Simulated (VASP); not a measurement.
Level of theory: PBEsol GGA, VASP's PBE PAW potentials (set 64) (plane waves; VASP).

A VASP calculation is set up with these files.

File KPOINTS:
```
K-points
0
Gamma
 14 14 14
```

**POSCAR**
```
Ta
1.0
 -1.6500000000   1.6500000000   1.6500000000
  1.6500000000  -1.6500000000   1.6500000000
  1.6500000000   1.6500000000  -1.6500000000
Ta
1
Direct
  0.0000000000   0.0000000000   0.0000000000
```

INCAR:
```
NELM = 100
ALGO = Normal   # blocked Davidson
NSW = 60
LWAVE = .False.
GGA = PS   # PBEsol
LREAL = .False.
LMAXMIX = 6   # l cut-off of mixed one-centre charges
IBRION = 2   # conjugate gradients
LCHARG = .False.
PREC = Accurate
LASPH = .True.   # aspherical one-centre terms
ISMEAR = 1   # Methfessel-Paxton
SYSTEM = Ta
SIGMA = 0.1   # width (eV)
ENCUT = 520   # plane-wave cut-off (eV)
EDIFFG = -0.01
EDIFF = 1E-6   # SCF stop (eV)
ISIF = 3
```

POTCAR, in this order: Ta_pv (PBE.64 set). Program: vasp_std.

Output of the run:

OUTCAR:
```
 ion  position               nearest neighbor table
   1  0.000  0.000  0.000-
  LATTYP: Found a body centered cubic cell.
 ALAT       =     3.3000000000
 Subroutine PRICEL returns:
 Original cell was already a primitive cell.
 Subroutine GETGRP returns: Found 48 space group operations
The static configuration has the point symmetry O_h .
The dynamic configuration has the point symmetry O_h .
 Subroutine INISYM returns: Found 48 space group operations
 Subroutine IBZKPT returns following result:
 Found    104 irreducible k-points:

 Following reciprocal coordinates:
            Coordinates               Weight
  0.000000  0.000000  0.000000      1.000000
  0.071429  0.000000  0.000000     12.000000
  0.142857  0.000000  0.000000     12.000000
  0.214286  0.000000  0.000000     12.000000
  0.285714  0.000000  0.000000     12.000000
  0.357143  0.000000  0.000000     12.000000
  0.428571  0.000000  0.000000     12.000000
  0.500000  0.000000  0.000000      6.000000
  0.071429  0.071429  0.000000     24.000000
  0.142857  0.071429  0.000000     48.000000
  0.214286  0.071429  0.000000     48.000000
  0.285714  0.071429 -0.000000     48.000000
  0.357143  0.071429  0.000000     48.000000
  0.428571  0.071429  0.000000     48.000000
  0.142857  0.142857  0.000000     24.000000
  0.214286  0.142857 -0.000000     48.000000
  0.285714  0.142857  0.000000     48.000000
  0.357143  0.142857 -0.000000     48.000000
  0.428571  0.142857 -0.000000     24.000000
  0.214286  0.214286  0.000000     24.000000
  0.285714  0.214286 -0.000000     48.000000
  0.357143  0.214286  0.000000     48.000000
  0.285714  0.285714  0.000000     24.000000
  0.357143  0.285714 -0.000000     24.000000
  0.071429  0.071429  0.071429      8.000000
  0.142857  0.071429  0.071429     24.000000
  0.214286  0.071429  0.071429     24.000000
  0.285714  0.071429  0.071429     24.000000
  0.357143  0.071429  0.071429     24.000000
  0.428571  0.071429  0.071429     12.000000
 -0.071429  0.071429  0.071429      6.000000
  0.142857  0.142857  0.071429     24.000000
  0.214286  0.142857  0.071429     48.000000
  0.285714  0.142857  0.071429     48.000000
  0.357143  0.142857  0.071429     48.000000
 -0.142857  0.142857  0.071429     24.000000
  0.214286  0.214286  0.071429     24.000000
  0.285714  0.214286  0.071429     48.000000
  0.357143  0.214286  0.071429     24.000000
 -0.214286  0.214286  0.071429     24.000000
   k-points           NKPTS =    104   k-points in BZ     NKDIM =    104   number of bands    NBANDS=      9
   number of dos      NEDOS =    301   number of ions     NIONS =      1
   total plane-waves  NPLWV =  13824
   dimension x,y,z NGX =    24 NGY =   24 NGZ =   24
   dimension x,y,z NGXF=    48 NGYF=   48 NGZF=   48
   ions per type =               1
   PREC   = accura    normal or accurate (medium, high low for compatibility)
   ISTART =      0    job   : 0-new  1-cont  2-samecut
   ICHARG =      2    charge: 1-file 2-atom 10-const
   ISPIN  =      1    spin polarized calculation?
   LNONCOLLINEAR =      F non collinear calculations
   LSORBIT =      F    spin-orbit coupling
   INIWAV =      1    electr: 0-lowe 1-rand  2-diag
   ENCUT  =  520.0 eV  38.22 Ry    6.18 a.u.   5.31  5.31  5.31*2*pi/ulx,y,z
   NELM   =    100;   NELMIN=  2; NELMDL= -5     # of ELM steps
   EDIFF  = 0.1E-05   stopping-criterion for ELM
   LREAL  =      F    real-space projection
   NLSPLINE    = F    spline interpolate recip. space projectors
   LMAXMIX     =    6 max onsite mixed and CHGCAR
   VOSKOWN=      0    Vosko Wilk Nusair interpolation
...
```

### OSZICAR
```
       N       E                     dE             d eps       ncg     rms          rms(c)
DAV:   1     0.460282333935E+02    0.46028E+02   -0.65815E+03  1880   0.117E+03
DAV:   2    -0.123625615638E+02   -0.58391E+02   -0.57679E+02  2403   0.249E+02
DAV:   3    -0.130563780296E+02   -0.69382E+00   -0.66325E+00  2144   0.268E+01
DAV:   4    -0.130619516542E+02   -0.55736E-02   -0.55620E-02  2082   0.183E+00
DAV:   5    -0.130619968787E+02   -0.45225E-04   -0.45223E-04  2102   0.140E-01    0.139E+01
DAV:   6    -0.126747680583E+02    0.38723E+00   -0.43234E-01  1942   0.782E+00    0.671E+00
DAV:   7    -0.125569161776E+02    0.11785E+00   -0.33138E-01  1968   0.647E+00    0.377E-01
DAV:   8    -0.125548949381E+02    0.20212E-02   -0.19392E-03  2054   0.534E-01    0.832E-02
DAV:   9    -0.125548664298E+02    0.28508E-04   -0.12315E-04  2060   0.151E-01    0.305E-02
DAV:  10    -0.125548643435E+02    0.20862E-05   -0.27854E-06  1935   0.263E-02    0.119E-02
DAV:  11    -0.125548648173E+02   -0.47375E-06   -0.64913E-08   977   0.308E-03
   1 F= -.12554865E+02 E0= -.12554995E+02  d E =-.125549E+02
       N       E                     dE             d eps       ncg     rms          rms(c)
DAV:   1    -0.127040533070E+02   -0.14919E+00   -0.53262E+00  1902   0.335E+01    0.378E+00
DAV:   2    -0.125722576911E+02    0.13180E+00   -0.17335E-01  1902   0.552E+00    0.128E+00
DAV:   3    -0.125409569207E+02    0.31301E-01   -0.99341E-02  1939   0.399E+00    0.523E-01
DAV:   4    -0.125414724902E+02   -0.51557E-03   -0.12616E-03  2180   0.396E-01    0.592E-02
DAV:   5    -0.125414444349E+02    0.28055E-04   -0.16491E-04  1947   0.161E-01    0.278E-02
DAV:   6    -0.125414457400E+02   -0.13051E-05   -0.96178E-07  1764   0.138E-02    0.318E-03
DAV:   7    -0.125414457786E+02   -0.38589E-07   -0.34099E-08   972   0.217E-03
   2 F= -.12541446E+02 E0= -.12541491E+02  d E =0.134190E-01
       N       E                     dE             d eps       ncg     rms          rms(c)
DAV:   1    -0.126402711330E+02   -0.98825E-01   -0.28169E+00  1902   0.250E+01    0.265E+00
DAV:   2    -0.125724096638E+02    0.67861E-01   -0.94220E-02  1905   0.389E+00    0.905E-01
DAV:   3    -0.125572349532E+02    0.15175E-01   -0.48995E-02  1939   0.272E+00    0.328E-01
DAV:   4    -0.125574549402E+02   -0.21999E-03   -0.64432E-04  2139   0.284E-01    0.314E-02
DAV:   5    -0.125574547633E+02    0.17688E-06   -0.40247E-05  1962   0.750E-02    0.192E-02
DAV:   6    -0.125574546427E+02    0.12054E-06   -0.83138E-07  1387   0.117E-02
   3 F= -.12557455E+02 E0= -.12557586E+02  d E =-.258983E-02
```

### OUTCAR
```
------------------------ aborting loop because EDIFF is reached ----------------------------------------
  FORCE on cell =-STRESS in cart. coord.  units (eV):
  Direction    XX          YY          ZZ          XY          YZ          ZX
  --------------------------------------------------------------------------------------
  Total       -0.0040224     -0.0040224     -0.0040224      0.0000000      0.0000000      0.0000000
  in kB       -0.3639179     -0.3639179     -0.3639179      0.0000000      0.0000000      0.0000000
  external PRESSURE =      -0.3639179 kB  Pullay stress =       0.0000000 kB
  volume of cell :       17.71
      direct lattice vectors                 reciprocal lattice vectors
    -1.642012113  1.642012113  1.642012113     0.000000000  0.304504453  0.304504453
     1.642012113 -1.642012113  1.642012113     0.304504453  0.000000000  0.304504453
     1.642012113  1.642012113 -1.642012113     0.304504453  0.304504453  0.000000000
 POSITION                                       TOTAL-FORCE (eV/Angst)
 -----------------------------------------------------------------------------------
     -0.00000      0.00000      0.00000        -0.000000      0.000000      0.000000
 -----------------------------------------------------------------------------------
    total drift:                                0.000000      0.000000     -0.000000
  FREE ENERGIE OF THE ION-ELECTRON SYSTEM (eV)
  ---------------------------------------------------
  free  energy   TOTEN  =       -12.5574546427 eV

  energy  without entropy=      -12.5578494940  energy(sigma->0) =      -12.55758626

 reached required accuracy - stopping structural energy minimisation
```
(Selected blocks of OUTCAR.)

CONTCAR:
```
Ta
   1.00000000000000
    -1.6420121128743295    1.6420121128743295    1.6420121128743295
     1.6420121128743295   -1.6420121128743295    1.6420121128743295
     1.6420121128743295    1.6420121128743295   -1.6420121128743295
  Ta
     1
Direct
     0.0000000000000000    0.0000000000000000    0.0000000000000000
```

The compound is Ta in the bcc structure. This run relaxes it. Symmetry was kept, so distortions that lower it aren't found.
